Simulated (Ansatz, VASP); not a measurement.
# Cross-check of BAs between VASP and Ansatz

Wanted: the spread between two codes on one cell, functional and k mesh. The cell is taken from a series of runs on this material, whose earlier steps may have relaxed, scaled, displaced or heated it; both programs get it as it stands.

Calculated with Ansatz 0.2.0; plane waves, with VASP 6.6.1 beside it; zone-centre phonons at PBE.

### 1. Set-up

It takes space group F-43m (No. 216, cubic). Conventional cell: a = 4.785 Å, b = 4.785 Å, c = 4.785 Å, α = 90.00°, β = 90.00°, γ = 90.00°. Nearest to B lie 4 As at 2.07 Å. Nearest to As lie 4 B at 2.07 Å. Farther neighbours are not listed.

As a file:

```
B As
1.0
     0.00000    2.39256    2.39256
     2.39256    0.00000    2.39256
     2.39256    2.39256    0.00000
B As
1 1
Direct
  0.00000 0.00000 0.00000
  0.25000 0.25000 0.25000
```

### 2. VASP: zone-centre phonons, PBE, pair 1

Second derivatives magnify differences that forces hide, and they need a tight electronic threshold.

Lines of VASP's logs that name or quote its potential files are left out, and so is its time.

INCAR

```
SYSTEM = BAs
PREC = Accurate
ENCUT = 500
EDIFF = 1E-08
NELM = 120
ISMEAR = 0
SIGMA = 0.01
LREAL = .FALSE.
ALGO = Normal
GGA = PE
NBANDS = 10
LORBIT = 11
LWAVE = .FALSE.
LCHARG = .FALSE.
ISIF = 2
IBRION = 8
LASPH = .TRUE.
GGA_COMPAT = .FALSE.
EFERMI = MIDGAP
KPAR = 2
```

POSCAR

```
BAs
1.0
    0.0000000000      2.3925604583      2.3925604583
    2.3925604583      0.0000000000      2.3925604583
    2.3925604583      2.3925604583      0.0000000000
B As
1 1
Direct
    0.0000000000      0.0000000000      0.0000000000
    0.2500000000      0.2500000000      0.2500000000
```

KPOINTS

```
Automatic mesh
0
Gamma
10 10 10
0 0 0
```

The projector-augmented-wave data sets are B and As (PBE family, release 64).

Launch:

```bash
$ mpirun -np 2 vasp_std
```

Numbers of over 12 decimals in the logs are rounded to 6 here.

Log:

```text
[banner, memory and clock lines left out]
running    2 mpi-ranks, on    1 nodes
 distrk:  each k-point on    1 cores,    2 groups
 distr:  one band on    1 cores,    1 groups

 POSCAR found type information on POSCAR B As
 POSCAR found :  2 types and       2 ions
 LDA part: xc-table for (Slater+PW92), standard interpolation
 POSCAR, INCAR and KPOINTS ok, starting setup
 FFT: planning ... GRIDC
 FFT: planning ... GRID_SOFT
 FFT: planning ... GRID
 WAVECAR not read
 entering main loop
       N       E                     dE             d eps       ncg     rms          rms(c)
DAV:   1     0.124249097629E+02    0.12425E+02   -0.38503E+03   940   0.694E+02
DAV:   2    -0.113533909175E+02   -0.23778E+02   -0.22158E+02  1314   0.105E+02
DAV:   3    -0.120364774350E+02   -0.68309E+00   -0.68156E+00  1122   0.178E+01
DAV:   4    -0.120382149025E+02   -0.17375E-02   -0.17373E-02  1162   0.988E-01
DAV:   5    -0.120382174403E+02   -0.25378E-05   -0.25378E-05  1102   0.379E-02    0.490E+00
DAV:   6    -0.114734611666E+02    0.56476E+00   -0.16279E+00  1022   0.558E+00    0.239E+00
DAV:   7    -0.114150964850E+02    0.58365E-01   -0.19243E-01  1136   0.231E+00    0.975E-01
DAV:   8    -0.114083515685E+02    0.67449E-02   -0.20785E-02  1034   0.869E-01    0.101E-01
DAV:   9    -0.114086597425E+02   -0.30817E-03   -0.73209E-04  1060   0.170E-01    0.581E-02
DAV:  10    -0.114088237845E+02   -0.16404E-03   -0.21913E-04  1034   0.955E-02    0.132E-02
DAV:  11    -0.114088293849E+02   -0.56004E-05   -0.59399E-06  1192   0.176E-02    0.113E-02
DAV:  12    -0.114088293689E+02    0.16026E-07   -0.27803E-06  1038   0.972E-03    0.338E-03
DAV:  13    -0.114088294210E+02   -0.52101E-07   -0.85392E-08  1154   0.203E-03    0.113E-03
DAV:  14    -0.114088295364E+02   -0.11539E-06   -0.15409E-08  1008   0.861E-04    0.111E-04
DAV:  15    -0.114088295418E+02   -0.54470E-08   -0.36458E-10   596   0.152E-04
   1 F= -.11408830E+02 E0= -.11408830E+02  d E =0.000000E+00
 Linear response reoptimize wavefunctions to high precision
DAV:   1    -0.114088295326E+02    0.92160E-08   -0.95781E-11   672   0.567E-05
DAV:   2    -0.114088295326E+02    0.24670E-10   -0.33369E-12   580   0.143E-05
 Linear response DOF=           2
 Linear response progress:
  Degree of freedom:   1/  2
       N       E                     dE             d eps       ncg     rms          rms(c)
RMM:   1    -0.431025188762E-01   -0.43103E-01    0.34772E-03  8027   0.109E+00
RMM:   2    -0.403606339896E-01    0.27419E-02   -0.13192E-03  5370   0.214E-01    0.951E-02
RMM:   3    -0.404223704392E-01   -0.61736E-04   -0.23830E-04  5654   0.629E-02    0.507E-02
RMM:   4    -0.406982629745E-01   -0.27589E-03   -0.19007E-04  5488   0.600E-02    0.796E-03
RMM:   5    -0.406626014086E-01    0.35662E-04   -0.95008E-06  5799   0.925E-03    0.708E-04
RMM:   6    -0.406592235585E-01    0.33779E-05   -0.57348E-07  5837   0.872E-04    0.332E-04
RMM:   7    -0.406585461966E-01    0.67736E-06   -0.15882E-07  5890   0.415E-04    0.524E-05
RMM:   8    -0.406587066739E-01   -0.16048E-06    0.19774E-08  5969   0.110E-04    0.166E-05
RMM:   9    -0.406586652513E-01    0.41423E-07    0.51331E-08  6152   0.544E-05    0.455E-06
RMM:  10    -0.406586791199E-01   -0.13869E-07   -0.42448E-08  5951   0.350E-05    0.879E-07
RMM:  11    -0.406586663914E-01    0.12728E-07    0.12627E-07  5721   0.300E-05    0.193E-07
RMM:  12    -0.406586662390E-01    0.15242E-09    0.12726E-07  3735   0.289E-05    0.695E-08
 first order change of Fermi-energy  -0.24810E+01
 force on displaced ion       1 direction 1 : -16.659   0.000   0.000
 Linear response progress:
  Degree of freedom:   2/  2
       N       E                     dE             d eps       ncg     rms          rms(c)
RMM:   1    -0.389360872522E-01   -0.38936E-01    0.31629E-02  8165   0.114E+00
RMM:   2    -0.367123773111E-01    0.22237E-02   -0.28411E-04  5434   0.210E-01    0.941E-02
RMM:   3    -0.366408986145E-01    0.71479E-04    0.92758E-05  5788   0.289E-02    0.560E-02
RMM:   4    -0.366584003256E-01   -0.17502E-04    0.89081E-05  5668   0.363E-02    0.356E-03
RMM:   5    -0.366670419252E-01   -0.86416E-05    0.96383E-06  5945   0.361E-03    0.853E-04
RMM:   6    -0.366653204822E-01    0.17214E-05   -0.22406E-06  5854   0.103E-03    0.224E-04
RMM:   7    -0.366633469304E-01    0.19736E-05   -0.31951E-06  6023   0.364E-04    0.356E-05
RMM:   8    -0.366633644847E-01   -0.17554E-07   -0.38807E-06  6162   0.627E-05    0.243E-05
RMM:   9    -0.366634949978E-01   -0.13051E-06   -0.38560E-06  6074   0.619E-05    0.325E-06
RMM:  10    -0.366634806889E-01    0.14309E-07   -0.38209E-06  5870   0.316E-05    0.195E-06
RMM:  11    -0.366634600081E-01    0.20681E-07   -0.36412E-06  5485   0.313E-05    0.124E-07
RMM:  12    -0.366634620083E-01   -0.20002E-08   -0.36731E-06  3802   0.303E-05    0.718E-08
 first order change of Fermi-energy   0.24813E+01
 force on displaced ion       2 direction 1 : -16.663   0.000   0.000
 Linear response finished
```

From OUTCAR (step 2):

```text
ion  position               nearest neighbor table
   1  0.000  0.000  0.000-   2 2.07   2 2.07   2 2.07   2 2.07
   2  0.250  0.250  0.250-   1 2.07   1 2.07   1 2.07   1 2.07

  LATTYP: Found a face centered cubic cell.
 ALAT       =     4.7851209166

 Subroutine GETGRP returns: Found 24 space group operations
 (whereof 24 operations were pure point group operations)

The static configuration has the point symmetry T_d .

 Found     47 irreducible k-points:

   k-points           NKPTS =     47   k-points in BZ     NKDIM =     47   number of bands    NBANDS=     10

   dimension x,y,z NGX =    28 NGY =   28 NGZ =   28
   dimension x,y,z NGXF=    56 NGYF=   56 NGZF=   56

   ENCUT  =  500.0 eV  36.75 Ry    6.06 a.u.   6.17  6.17  6.17*2*pi/ulx,y,z

   NELECT =       8.0000    total number of electrons

 k-points in reciprocal lattice and weights: Automatic mesh
   0.00000000  0.00000000  0.00000000       0.001
   0.10000000  0.00000000  0.00000000       0.008
   0.20000000  0.00000000  0.00000000       0.008
   0.30000000  0.00000000  0.00000000       0.008
   0.40000000  0.00000000  0.00000000       0.008
   0.50000000  0.00000000  0.00000000       0.004
   0.10000000  0.10000000  0.00000000       0.006
   0.20000000  0.10000000  0.00000000       0.024
   0.30000000  0.10000000  0.00000000       0.024
[...]
-0.30000000  0.40000000  0.20000000       0.024
  -0.30000000  0.50000000  0.20000000       0.012

 average (electrostatic) potential at core
       1 -26.8489       2 -48.8197

  Total        0.4614461      0.4614461      0.4614461      0.0000000      0.0000000      0.0000000
  in kB       26.9906166     26.9906166     26.9906166      0.0000000      0.0000000      0.0000000
  external PRESSURE =      26.9906166 kB  Pullay stress =       0.0000000 kB

  energy-cutoff  :      500.00
  volume of cell :       27.39
      direct lattice vectors                 reciprocal lattice vectors
     0.000000000  2.392560458  2.392560458    -0.208981135  0.208981135  0.208981135
     2.392560458  0.000000000  2.392560458     0.208981135 -0.208981135  0.208981135
     2.392560458  2.392560458  0.000000000     0.208981135  0.208981135 -0.208981135

 POSITION                                       TOTAL-FORCE (eV/Angst)
 -----------------------------------------------------------------------------------
      0.00000      0.00000      0.00000         0.000000     -0.000000      0.000000
      1.19628      1.19628      1.19628        -0.000000      0.000000     -0.000000
 -----------------------------------------------------------------------------------
    total drift:                               -0.000000     -0.000000     -0.000000

 Eigenvectors and eigenvalues of the dynamical matrix
 ----------------------------------------------------

   1 f  =   20.759582 THz   130.436298 2PiTHz  692.465103 cm-1    85.854692 meV
             X         Y         Z           dx          dy          dz
      0.000000  0.000000  0.000000    -0.000000   -0.934810    0.000000
      1.196280  1.196280  1.196280    -0.000000    0.355149    0.000000

   2 f  =   20.759582 THz   130.436298 2PiTHz  692.465103 cm-1    85.854692 meV
             X         Y         Z           dx          dy          dz
      0.000000  0.000000  0.000000     0.934810    0.000000    0.000000
      1.196280  1.196280  1.196280    -0.355149    0.000000    0.000000

   3 f  =   20.759582 THz   130.436298 2PiTHz  692.465103 cm-1    85.854692 meV
             X         Y         Z           dx          dy          dz
      0.000000  0.000000  0.000000    -0.000000    0.000000    0.934810
      1.196280  1.196280  1.196280     0.000000    0.000000   -0.355149

   4 f/i=    0.000934 THz     0.005866 2PiTHz    0.031142 cm-1     0.003861 meV
             X         Y         Z           dx          dy          dz
      0.000000  0.000000  0.000000    -0.293050   -0.116876   -0.163072
      1.196280  1.196280  1.196280    -0.771355   -0.307637   -0.429233

   5 f/i=    0.000934 THz     0.005866 2PiTHz    0.031142 cm-1     0.003861 meV
             X         Y         Z           dx          dy          dz
      0.000000  0.000000  0.000000     0.165268   -0.304287   -0.078909
      1.196280  1.196280  1.196280     0.435012   -0.800933   -0.207701

   6 f/i=    0.000934 THz     0.005866 2PiTHz    0.031142 cm-1     0.003861 meV
             X         Y         Z           dx          dy          dz
      0.000000  0.000000  0.000000    -0.113750   -0.140997    0.305469
      1.196280  1.196280  1.196280    -0.299409   -0.371127    0.804045

 ELASTIC MODULI CONTR FROM IONIC RELAXATION (kBar)
 Direction    XX          YY          ZZ          XY          YZ          ZX
 --------------------------------------------------------------------------------
 XX          -0.0000     -0.0000     -0.0000     -0.0000      0.0000     -0.0000
 YY          -0.0000     -0.0000     -0.0000     -0.0000     -0.0000      0.0000
 ZZ          -0.0000     -0.0000     -0.0000      0.0000     -0.0000     -0.0000
 XY          -0.0000     -0.0000      0.0000   -180.5494      0.0000      0.0000
 YZ           0.0000     -0.0000     -0.0000      0.0000   -180.5494      0.0000
 ZX          -0.0000      0.0000     -0.0000      0.0000      0.0000   -180.5494
 --------------------------------------------------------------------------------
```

### 3. Ansatz: zone-centre phonons, PBE, pair 1

Ansatz runs on its default PAW (the set named soft_2) files.

The same cell, functional and mesh now go to Ansatz, which takes its cutoff from its data sets.

input.yaml

```yaml
crystal:
  lattice:
    - [0.0, 2.3925604583, 2.3925604583]
    - [2.3925604583, 0.0, 2.3925604583]
    - [2.3925604583, 2.3925604583, 0.0]
  atoms:
    - { symbol: B, position: [0.0, 0.0, 0.0] }
    - { symbol: As, position: [0.25, 0.25, 0.25] }
kpoints:
  mp_grid: { grid: [10, 10, 10] }
hamiltonian:
  xc: pbe
scf:
  occupations: { method: fixed }
output:
  eigenvalues: true
phonons:
  method: dfpt
```

Launch:

```bash
$ ansatz run input.yaml --threads 4 --pin off --max-ram 15360MiB --backend cpu --events-out ev --progress --plain --runs-dir out
```

Log:

```text
zone centre: on kpoints.mp_grid the ground state, and the responses unless they are solved on pairs of k-points, stand on 102 of the mesh's 1000 k-points, reduced under 8 symmetry operations, with k and −k counted as one. Each operation leaves every solved displacement unchanged or reverses it
Engine: ansatz 0.2.0, aarch64-unknown-linux-gnu
Pseudopotentials: kind: paw
Pseudopotential: B, paw, valence charge 3, recommended cutoff 420 eV (normal), B.paw.azcp
Pseudopotential: As, paw, valence charge 15, recommended cutoff 420 eV (normal), As.paw.azcp
Functional definition: PBE
  parameter kappa = 0.804
  parameter beta = 0.066725
  exchange = pbe_x(kappa = kappa, mu = beta*pi^2/3)
  correlation = pbe_c(beta = beta)
Crystal: 2 atoms, lattice volume = 27.392 Å³
Basis set: ecut = 420 eV, 531 PW (Γ), exchange–correlation on 48×48×48 points (8 copies of the dense FFT grid, shifted against one another)
Bands: 13, of which v1, the nominal top of the filled ones, is band 9 counted from 1 (8 counted from 0)
Symmetry: 24 space group operations
k-points: 102 of 1000 (irreducible under 8 space group operations, time reversal used)
Non-local potential: B, projectors of the file, l = 0: 2, l = 1: 2, l = 2: 1
Non-local potential: As, projectors of the file, l = 0: 2, l = 1: 2, l = 2: 3, l = 3: 1
PAW form: soft (Blöchl's): semilocal exchange-correlation on the pseudo side does not see the compensation charge
PAW one-centre angular grid: B, 110 points (default); XC on 64 Gauss nodes
PAW one-centre angular grid: As, 590 points (default); XC on 64 Gauss nodes
Initial density: superposition of atomic densities (neutral atoms: chi_scale 0, normalization atom), corrected by the library's trained network
Initial wavefunctions: pseudopotential atomic-orbital guess
Functional: x = pbe(κ = 0.804, μ = 0.219515), c = pbe(β = 0.066725)
SCF iter   1: F=—  HF=-5012.102301 eV  |F-HF|=—  |Δ(HF+E_count)|=         —  Δρ=7.80e-4  dr2=9.45e-5  ethr=1.77e-3  ⟨swp⟩=4.4  Hψ=6674  notcnv=0  defer=145
preconditioner: auto → none  [insulator: Δε(μ)=1.190 eV  Ē_g=12.373 eV  n_scr=8 (ndim 8)  ℏωp=20.1 eV  f_vac=0.001  ε∞_Penn≈3.6]
SCF iter   2: F=—  HF=-5012.102306 eV  |F-HF|=—  |Δ(HF+E_count)|=   4.80e-6  Δρ=4.29e-4  dr2=2.98e-5  ethr=5.25e-7  ⟨swp⟩=2.8  Hψ=3197  notcnv=0  defer=198
SCF iter   3: F=—  HF=-5012.102329 eV  |F-HF|=—  |Δ(HF+E_count)|=   2.31e-5  Δρ=2.38e-4  dr2=4.82e-6  ethr=1.66e-7  ⟨swp⟩=2.1  Hψ=2122  notcnv=0  defer=41
SCF iter   4: F=—  HF=-5012.102353 eV  |F-HF|=—  |Δ(HF+E_count)|=   2.38e-5  Δρ=4.78e-5  dr2=7.96e-7  ethr=2.68e-8  ⟨swp⟩=2.2  Hψ=2227  notcnv=0  defer=6
SCF iter   5: F=—  HF=-5012.102353 eV  |F-HF|=—  |Δ(HF+E_count)|=   6.08e-8  Δρ=8.31e-6  dr2=2.55e-8  ethr=4.42e-9  ⟨swp⟩=2.0  Hψ=2240  notcnv=0
SCF iter   6: F=—  HF=-5012.102353 eV  |F-HF|=—  |Δ(HF+E_count)|=   3.06e-9  Δρ=3.85e-6  dr2=4.16e-9  ethr=1.42e-10  ⟨swp⟩=2.3  Hψ=1656  notcnv=0
SCF iter   7: F=-5012.102353 eV  HF=-5012.102353 eV  |F-HF|=6.37e-12  |Δ(HF+E_count)|=   1.90e-9  Δρ=1.66e-7  dr2=7.77e-12  ethr=1.00e-12  ⟨swp⟩=5.2  Hψ=8098  notcnv=0
SCF 1 converged in 7 iterations: F = -5012.102353 eV  dr2 = 7.77e-12
  greatest PAW one-centre occupation: 0.999 electrons in one spin orbital (limit 2), on the As atom at site 1 (counted from 0), in its partial waves of l = 2
DFPT response loops at Γ: preconditioner auto → none (the input reference at scf.mixing.eps_inf says where Resta's filter doesn't serve); β = 0.50; Broyden in place of MSR1
SCF converged after 7 iterations
Free energy (F): -5012.102353 eV
Harris-Foulkes:  -5012.102353 eV  (|F-HF|=6.37e-12)
Internal energy: -5012.102353 eV  (E = F + TS)
E sigma→0 (E₀):  -5012.102353 eV
Fermi energy:    11.044613 eV
--- Per-component energies (eV) ---
  E_band       = -211.510292
  E_kinetic    = 151.854410
  E_local      = -1698.386748  (includes V_loc(G=0)·N_el)
  E_nonlocal   = -657.800294
  E_hartree    = 941.719325
  E_xc         = -111.349349
  E_vxc        = -117.554801  (∫ρ·V_xc dr)
  E_paw        = -1915.293552  (= ΣΔE_a)
  E_vpaw       = 226.938378  (= ΣTr[D̂ρ^β])
  E_aug_tail   = 0.000007  (compensation charges beyond the density's cutoff)
  E_ewald      = -1722.846153
  E_smearing   = -0.000000  (= −TS)
  E_closure    = -0.000000  (closes the sum)
  Σ components = -5012.102353   (vs F -5012.102353, Δ=0.00e0)
--- Band table (eV; the first three rows and the last of 102) ---
  k-point 0: bands = [... 5 lower, -4.3124, 11.0446, 11.0446, 11.0446, 14.3192, 14.3192, 14.3192, 15.6535]
  k-point 1: bands = [... 5 lower, -4.1489, 9.6529, 10.7452, 10.7452, 14.4528, 14.7145, 14.7145, 16.5428]
  k-point 2: bands = [... 5 lower, -3.6668, 7.2982, 10.1742, 10.1742, 14.2274, 15.4303, 15.4303, 18.1856]
  k-point 101: bands = [... 5 lower, -0.0163, 2.9588, 5.7226, 5.9760, 15.5774, 15.8970, 18.8460, 18.9659]
--- Phonons (Γ-DFPT): 2 representative perturbations + reference, on 102 of 1000 k-points (Σ response iterations 6) ---
  k mesh reduced under 8 symmetry operations, with k and −k counted as one. Each operation leaves every solved displacement unchanged or reverses it
  ASR residual: 4.937e-5 → 0.000e0 eV/Å²; symmetrization residual: 7.988e-7 eV/Å²
  ASR residual per site (eV/Å²): 8.69e-6 4.94e-5
  Γ frequencies (cm⁻¹): 0.00 0.00 0.00 687.69 687.69 687.69
  non-analytic LO–TO correction: not included (Born effective charges unavailable; polar crystals: no LO–TO splitting at Γ)
```

### 4. Side by side

Known differences besides the potentials themselves: fixed occupations in Ansatz, narrow Gaussian smearing in VASP; the data sets hold 18 valence electrons in Ansatz (on its default PAW (the set named soft_2) files) and 8 in VASP; the cutoff is 420 eV in Ansatz and 500 eV in VASP. Total energies have different zeros and are not compared.

Both answers:

| quantity | Ansatz | VASP | difference |
| --- | --- | --- | --- |
| optical mode 1 to 3 (cm⁻¹) | 687.7 | 692.5 | -0.69 % |

Modes are paired by rising frequency, not by their patterns, so a pair may set unlike modes beside each other; they are those without the splitting of longitudinal modes.

(Part 1 of 2 ends here.)

[Lines on the potential files, build, host, timing and source positions are cut from VASP's logs without a mark.]

[Logs are printed without paths, hosts, clocks, repeated set-up lines and the standing remarks that a program may print on its own settings, such as how far it seeks lower states.]

[Hosts, paths, dates, database ids (printed as entryN), source tags and the programs' standing remarks are cut or masked in the printed files.]
